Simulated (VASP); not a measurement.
A run of VASP 6.6.1 is set up as follows.

INCAR

```
PREC = Accurate ; ENCUT = 600
EDIFF = 1E-7 ; ISMEAR = -1
SIGMA = 0.05 ; LREAL = False
LASPH = True ; NELM = 80
ALGO = Normal ; ISIF = 3
LWAVE = False ; LCHARG = False
GGA = RP ; IBRION = 2
NSW = 40 ; EDIFFG = -0.01
```

Contents of KPOINTS:

```
regular mesh
0
Gamma
  8 8 3
```

The input POSCAR:

```
CsLi2
1.0
    3.9663300000      0.0000000000      0.0000000000
   -1.9831700000      3.4349500000      0.0000000000
    0.0000000000      0.0000000000     10.0283800000
Cs Li
1 2
Direct
    0.0000000000      0.0000000000      0.0000000000
    0.3333300000      0.6666700000      0.3486300000
    0.3333300000      0.6666700000      0.6513700000
```

Potentials or basis: VASP PAW PBE potentials, release 64 (Cs_sv, Li_sv).

Command:

```console
$ cat potpaw_PBE.64/Cs_sv/POTCAR potpaw_PBE.64/Li_sv/POTCAR > POTCAR
$ mpirun -np 1 vasp_std > vasp.out
```

Predict the relaxed cell.

a = 4.148 Å, b = 4.148 Å, c = 10.153 Å, α = 90.00°, β = 90.00°, γ = 120.00°.

Predict the relaxed volume.

50.44 Å³/atom.

Predict the space group after relaxing (to 0.05 Å).

P-6m2 (No. 187).

Final structure:
```
CELL_PARAMETERS angstrom
4.14840 -0.00002 0.00000
-2.07422 3.59262 0.00000
0.00000 0.00000 10.15276
ATOMIC_POSITIONS crystal
Cs 0.00000 0.00000 0.00000
Li 0.33333 0.66667 0.34961
Li 0.33333 0.66667 0.65039
```

Caveat: the cutoff is under 1.25 times the usual one of these potentials, so pressure, stress and relaxed cells hold a basis-set (Pulay) error; the PAW data sets were made with another functional, which shifts forces and pressure a little. Spin-orbit coupling is left out, which matters for the levels of Cs.
